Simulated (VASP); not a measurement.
Input:

```
CELL_PARAMETERS angstrom
      5.78912     0.00000     0.00000
      0.00000     5.78912     0.00000
      0.00000     0.00000     5.78912
ATOMIC_POSITIONS crystal
  Cs 0.00000 0.00000 0.00000
  Pb 0.50000 0.50000 0.50000
  Cl 0.50000 0.00000 0.50000
  Cl 0.00000 0.50000 0.50000
  Cl 0.50000 0.50000 0.00000
```

The numbers are results of vdW-DF2, VASP's PBE PAW potentials (set 64) (plane waves; VASP), not measurements. Run with 520 eV cut-off, 5×5×5 Γ-centred mesh, tetrahedra with Blöchl corrections, potentials Cs_sv Pb_d Cl.

Problem. What does the run give for the energy per atom (σ→0)?

Solution. 
| Item | Value |
|---|---|
| energy per atom (σ→0) | -1.444 eV/atom |

Only differences to runs with the same potentials and settings are physical.

The compound is CsPbCl3 in the cubic perovskite structure, the ideal cubic form; the compound distorts at low or room temperature. It was relaxed first, which changed the volume by +10 %.
